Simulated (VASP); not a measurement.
Computed with PBE GGA, VASP's PBE PAW potentials (set 64) (plane waves; VASP).

The input files of a VASP run:

### INCAR
```
SYSTEM = CrAl
PREC = Accurate
ENCUT = 400
EDIFF = 1E-6
NELM = 100
ALGO = Normal
LREAL = .FALSE.
LASPH = .TRUE.
ISMEAR = 1
SIGMA = 0.1
GGA = PE
LMAXMIX = 4
ISPIN = 2
MAGMOM = 3.0 3.0 0.0 0.0
LORBIT = 10
LWAVE = .FALSE.
LCHARG = .FALSE.
IBRION = 2
ISIF = 3
NSW = 60
EDIFFG = -0.02
```

**KPOINTS**
```
Automatic mesh
0
Gamma
7 7 6
0 0 0
```

File POSCAR:
```
CrAl
1.0
  4.4395593917   0.0000000000   0.0000000000
 -2.2197796959   3.8447715929   0.0000000000
  0.0000000000   0.0000000000   4.9906617360
Cr Al
2 2
Cartesian
 -0.0000022198   2.5631823435   4.6766024003
  2.2197819156   1.2815892494   2.1812715323
 -0.0000022198   2.5631823435   2.1855574867
  2.2197819156   1.2815892494   4.6808883547
```

POTCAR, in this order: Cr_pv Al (PBE.64 set). Program: vasp_std.

Output

### OSZICAR
```
       N       E                     dE             d eps       ncg     rms          rms(c)
DAV:   1     0.194993045185E+03    0.19499E+03   -0.15010E+04  3336   0.108E+03
DAV:   2    -0.161935686928E+02   -0.21119E+03   -0.20440E+03  2876   0.322E+02
DAV:   3    -0.244970357342E+02   -0.83035E+01   -0.79237E+01  3772   0.674E+01
DAV:   4    -0.246596897135E+02   -0.16265E+00   -0.16208E+00  3284   0.868E+00
DAV:   5    -0.246641447424E+02   -0.44550E-02   -0.44544E-02  4106   0.142E+00    0.188E+01
DAV:   6    -0.272217660498E+02   -0.25576E+01   -0.80028E+01  3314   0.649E+01    0.269E+01
DAV:   7    -0.218961788516E+02    0.53256E+01   -0.29848E+01  3082   0.455E+01    0.380E+00
DAV:   8    -0.219733737618E+02   -0.77195E-01   -0.67838E-01  3034   0.478E+00    0.224E+00
DAV:   9    -0.220358838107E+02   -0.62510E-01   -0.10978E-01  3236   0.174E+00    0.239E+00
DAV:  10    -0.220896244441E+02   -0.53741E-01   -0.21875E-01  3698   0.279E+00    0.848E-01
DAV:  11    -0.220909884673E+02   -0.13640E-02   -0.20843E-02  3460   0.107E+00    0.411E-01
DAV:  12    -0.220912206573E+02   -0.23219E-03   -0.12466E-03  3880   0.248E-01    0.221E-01
DAV:  13    -0.220912221118E+02   -0.14545E-05   -0.47654E-04  3682   0.155E-01    0.987E-02
DAV:  14    -0.220912863254E+02   -0.64214E-04   -0.13279E-04  3304   0.726E-02    0.356E-02
DAV:  15    -0.220912933984E+02   -0.70730E-05   -0.15726E-05  3466   0.273E-02    0.135E-02
DAV:  16    -0.220912943832E+02   -0.98476E-06   -0.36122E-06  3002   0.117E-02
   1 F= -.22091294E+02 E0= -.22091235E+02  d E =-.220913E+02  mag=     5.9952
       N       E                     dE             d eps       ncg     rms          rms(c)
DAV:   1    -0.221361613652E+02   -0.44868E-01   -0.57698E-01  3128   0.101E+01    0.213E+00
DAV:   2    -0.221405829145E+02   -0.44215E-02   -0.70788E-01  3280   0.754E+00    0.269E+00
DAV:   3    -0.220927061089E+02    0.47877E-01   -0.18964E-01  3220   0.410E+00    0.258E-01
DAV:   4    -0.220926936751E+02    0.12434E-04   -0.62502E-03  3104   0.410E-01    0.156E-01
DAV:   5    -0.220923853582E+02    0.30832E-03   -0.62114E-04  3150   0.222E-01    0.300E-02
DAV:   6    -0.220923897799E+02   -0.44218E-05   -0.41266E-05  3550   0.562E-02    0.145E-02
DAV:   7    -0.220923908804E+02   -0.11005E-05   -0.50528E-06  3902   0.178E-02    0.705E-03
DAV:   8    -0.220923911674E+02   -0.28704E-06   -0.83181E-07  1626   0.727E-03
   2 F= -.22092391E+02 E0= -.22092454E+02  d E =-.109678E-02  mag=     5.9524
```

File OUTCAR:
```
------------------------ aborting loop because EDIFF is reached ----------------------------------------
  FORCE on cell =-STRESS in cart. coord.  units (eV):
  Direction    XX          YY          ZZ          XY          YZ          ZX
  --------------------------------------------------------------------------------------
  Total       -0.0510978     -0.0510978      0.0140534      0.0000000      0.0000000      0.0000000
  in kB       -0.9683958     -0.9683960      0.2663377      0.0000000      0.0000000      0.0000000
  external PRESSURE =      -0.5568180 kB  Pullay stress =       0.0000000 kB
  volume of cell :       84.54
      direct lattice vectors                 reciprocal lattice vectors
     4.429019789  0.000000000  0.000000000     0.225783593  0.130356205 -0.000000000
    -2.214509895  3.835644027  0.000000000    -0.000000000  0.260712410 -0.000000000
     0.000000000  0.000000000  4.976385991     0.000000000 -0.000000000  0.200949043
 POSITION                                       TOTAL-FORCE (eV/Angst)
 -----------------------------------------------------------------------------------
     -0.00000      2.55710      4.66517        -0.000000      0.000000      0.003229
      2.21451      1.27855      2.17698         0.000000     -0.000000      0.003229
     -0.00000      2.55710      2.17736        -0.000000     -0.000000     -0.003229
      2.21451      1.27855      4.66555        -0.000000     -0.000000     -0.003229
 -----------------------------------------------------------------------------------
    total drift:                               -0.001471      0.000849     -0.001590
  FREE ENERGIE OF THE ION-ELECTRON SYSTEM (eV)
  ---------------------------------------------------
  free  energy   TOTEN  =       -22.0923911674 eV

  energy  without entropy=      -22.0925795475  energy(sigma->0) =      -22.09245396

 total charge

# of ion       s       p       d       tot
------------------------------------------
    1        0.294   6.190   4.184  10.667
    2        0.294   6.190   4.184  10.667
    3        0.484   0.365   0.000   0.848
    4        0.484   0.365   0.000   0.848
--------------------------------------------------
tot          1.554  13.109   8.367  23.030

 magnetization (x)

# of ion       s       p       d       tot
------------------------------------------
    1        0.022  -0.009   2.937   2.949
    2        0.022  -0.009   2.937   2.949
    3       -0.033  -0.030   0.000  -0.063
    4       -0.033  -0.030   0.000  -0.063
--------------------------------------------------
tot         -0.024  -0.078   5.873   5.772

 reached required accuracy - stopping structural energy minimisation
```
(Selected blocks of OUTCAR.)

**CONTCAR**
```
CrAl
   1.00000000000000
     4.4290197894372474    0.0000000000001371    0.0000000000000000
    -2.2145098947683866    3.8356440269019099    0.0000000000000000
     0.0000000000000000    0.0000000000000000    4.9763859909848511
  Cr              Al
     2     2
Direct
     0.3333330000000032    0.6666669999999968    0.9374623585291556
     0.6666669999999968    0.3333330000000032    0.4374623585291557
     0.3333330000000032    0.6666669999999968    0.4375376414708443
     0.6666669999999968    0.3333330000000032    0.9375376414708444
```

The moments were started parallel, and other spin orders were not tried in this run.

The structure was generated: CrAl was put into the wurtzite type (P6_3mc), which need not be its known phase. This run relaxes it. It ends in space group P6_3/mmc. Symmetry was kept, so distortions that lower it aren't found. The start is the result of an earlier pass.
